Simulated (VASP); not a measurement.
Input:

```
CELL_PARAMETERS angstrom
      2.91725     0.00000     0.00000
      0.00000     2.91725     0.00000
      0.00000     0.00000     2.91725
ATOMIC_POSITIONS crystal
  Al 0.50000 0.50000 0.50000
  Ru 0.00000 0.00000 0.00000
```

All values below come from PBE GGA with D4 dispersion, VASP's PBE PAW potentials (set 64) (plane waves; VASP). Numerical set-up: 520 eV cut-off, 12×12×12 Γ-centred mesh, first-order Methfessel-Paxton smearing of 0.10 eV, potentials Al Ru_pv.

Q: The job: RuAl (CsCl type), 2 atoms, PBE-D4, static run, 520 eV, 12×12×12 Γ-centred mesh. Roughly how much core time does it take on a busy server core?

A: About 10 core-seconds (one run on a shared machine, a rough figure). It had 84 irreducible k-points, 12 bands, up to 691 plane waves and 13 electronic steps.

The compound is RuAl in the CsCl type structure. This cell is one point of a volume scan, at 0.94 of the reference volume.
